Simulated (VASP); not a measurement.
Method: PBE GGA, VASP's PBE PAW potentials (set 64) (plane waves; VASP 6.6.1).

The input files of a VASP run:

### INCAR
```
ALGO = Normal   # blocked Davidson
ISMEAR = 0   # Gaussian
SIGMA = 0.05   # width (eV)
NELM = 100   # most electronic steps
LREAL = F   # projection in real space or not
LMAXMIX = 4   # l cut-off of mixed one-centre charges
NELMIN = 4
LCHARG = F
PREC = Normal
LVHAR = T
LWAVE = T
ENCUT = 500
LORBIT = 11   # lm-projected
EDIFF = 1E-6   # SCF stop (eV)
SYSTEM = SnO monolayer
GGA = PE
LASPH = T   # aspherical one-centre terms
```

### POSCAR
```
SnO monolayer
1
    3.8533742804    -0.0000000000     0.0000000000
    0.0000000000     3.8533742804    -0.0000000000
   -0.0000000000    -0.0000000000    19.1952259089
Sn O
2 2
Direct
  0.5000000000   0.0000000000   0.4386241497
  0.0000000000   0.5000000000   0.5613758503
  0.5000000000   0.5000000000   0.5000000000
  0.0000000000   0.0000000000   0.5000000000
```

**KPOINTS**
```
Automatic mesh
0
G
 12 12 1
0 0 0
```

POTCAR, in this order: Sn_d O (PBE.64 set). Program: vasp_std. Read from the step before: WAVECAR.

Output

File OSZICAR:
```
       N       E                     dE             d eps       ncg     rms          rms(c)
DAV:   1    -0.225844548678E+02   -0.22584E+02   -0.30646E-03  1552   0.825E-01    0.210E-03
DAV:   2    -0.225844545067E+02    0.36105E-06   -0.43122E-07  1200   0.881E-03    0.124E-03
DAV:   3    -0.225844548935E+02   -0.38677E-06   -0.13192E-07  1048   0.550E-03    0.140E-04
DAV:   4    -0.225844549149E+02   -0.21366E-07   -0.34936E-08   864   0.273E-03
   1 F= -.22584455E+02 E0= -.22584455E+02  d E =-.176989E-15
```

### OUTCAR
```
------------------------ aborting loop because EDIFF is reached ----------------------------------------
  FORCE on cell =-STRESS in cart. coord.  units (eV):
  Direction    XX          YY          ZZ          XY          YZ          ZX
  --------------------------------------------------------------------------------------
  Total       -0.0849772     -0.0849772     -0.0767686      0.0000000      0.0000000      0.0000000
  in kB       -0.4776801     -0.4776801     -0.4315375      0.0000000      0.0000000      0.0000000
  external PRESSURE =      -0.4622993 kB  Pullay stress =       0.0000000 kB
  volume of cell :      285.02
      direct lattice vectors                 reciprocal lattice vectors
     3.853374280  0.000000000  0.000000000     0.259512813  0.000000000  0.000000000
     0.000000000  3.853374280  0.000000000     0.000000000  0.259512813  0.000000000
     0.000000000  0.000000000 19.195225909     0.000000000  0.000000000  0.052096287
 POSITION                                       TOTAL-FORCE (eV/Angst)
 -----------------------------------------------------------------------------------
      1.92669      0.00000      8.41949         0.000000      0.000000      0.000118
      0.00000      1.92669     10.77574         0.000000     -0.000000     -0.000118
      1.92669      1.92669      9.59761         0.000000      0.000000      0.000000
      0.00000      0.00000      9.59761         0.000000      0.000000      0.000000
 -----------------------------------------------------------------------------------
    total drift:                                0.000000      0.000000     -0.000000
  FREE ENERGIE OF THE ION-ELECTRON SYSTEM (eV)
  ---------------------------------------------------
  free  energy   TOTEN  =       -22.5844549149 eV

  energy  without entropy=      -22.5844549149  energy(sigma->0) =      -22.58445491

 total charge

# of ion       s       p       d       tot
------------------------------------------
    1        1.285   0.749  10.049  12.082
    2        1.285   0.749  10.049  12.082
    3        1.578   3.421   0.000   4.998
    4        1.578   3.421   0.000   4.998
--------------------------------------------------
tot          5.724   8.339  20.098  34.162
```
(Selected blocks of OUTCAR.)

### OUTCAR
```
 val. band max:       -2.5490281965   @ k =   0.1667   0.1667   0.0000

 cond. band min:       0.4431162854   @ k =   0.0000   0.0000   0.0000


 Fermi energy:        -2.2754470185

 k-point     1 :       0.0000    0.0000    0.0000
  band No.  band energies     occupation
      1     -23.1282      2.00000
      2     -22.7890      2.00000
      3     -22.7577      2.00000
      4     -22.7577      2.00000
      5     -22.7439      2.00000
      6     -22.7162      2.00000
      7     -22.7119      2.00000
      8     -22.6890      2.00000
      9     -22.6808      2.00000
     10     -22.6808      2.00000
     11     -21.0967      2.00000
     12     -18.7123      2.00000
     13      -9.3535      2.00000
     14      -7.1549      2.00000
     15      -7.1549      2.00000
     16      -6.2771      2.00000
     17      -4.5893      2.00000
     18      -4.2331      2.00000
     19      -4.2331      2.00000
     20      -2.5839      2.00000
     21       0.4431      0.00000
     22       0.4914      0.00000
     23       2.6344      0.00000
     24       2.7275      0.00000

 k-point     2 :       0.0833    0.0000    0.0000
  band No.  band energies     occupation
      1     -23.1250      2.00000
      2     -22.7876      2.00000
      3     -22.7583      2.00000
      4     -22.7572      2.00000
      5     -22.7454      2.00000
      6     -22.7142      2.00000
      7     -22.7112      2.00000
      8     -22.7108      2.00000
      9     -22.6808      2.00000
     10     -22.6767      2.00000
     11     -21.0441      2.00000
     12     -18.7435      2.00000
     13      -9.3398      2.00000
     14      -7.1554      2.00000
     15      -7.1123      2.00000
     16      -6.3700      2.00000
     17      -4.6830      2.00000
     18      -4.2930      2.00000
     19      -4.2009      2.00000
     20      -2.5754      2.00000
     21       0.6069      0.00000
     22       0.6353      0.00000
     23       2.5969      0.00000
     24       2.7907      0.00000
...
```

Unless said otherwise, spin-orbit coupling is left out, though it shifts the bands of the heavy elements here.

The cell is a sheet with vacuum, built from SnO (litharge).
